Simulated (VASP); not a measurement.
A convergence study with VASP on Ge (diamond): one setting is varied, all else stays as given below, so the limit is that of these other settings.

```xyz
2
Lattice="0.0000 2.8290 2.8290 2.8290 0.0000 2.8290 2.8290 2.8290 0.0000" Properties=species:S:1:pos:R:3 pbc="T T T"
Ge     0.0000     0.0000     0.0000
Ge     1.4145     1.4145     1.4145
```

These are PBEsol GGA, VASP's PBE PAW potentials (set 64) (plane waves; VASP 6.6.1) values and carry that method's errors. The tightest run used: 550 eV cut-off, 17×17×17 Γ-centred mesh, Gaussian smearing of 0.050 eV, potentials Ge_d.

```csv
setting,E (eV/atom),pressure (GPa),irreducible k-points
1×1×1 mesh,5.0757,63.60,1
2×2×2 mesh,-3.4365,10.68,3
3×3×3 mesh,-4.5401,3.09,4
4×4×4 mesh,-4.8019,1.33,8
5×5×5 mesh,-4.8836,0.82,10
```

These are the cheaper rows. Estimate the results at 17×17×17 mesh, and how far the last row shown lies from them.

| quantity | tightest run | last row shown is off by |
|---|---|---|
| E (eV/atom) | -4.9371 | 0.0536 |
| pressure (GPa) | 0.59 | 0.23 |

Left out are rungs that failed or repeat a setting and relaxations that didn't move; long series are thinned to 24 rows.

The compound is Ge in the diamond structure. The cell was not relaxed at this level.
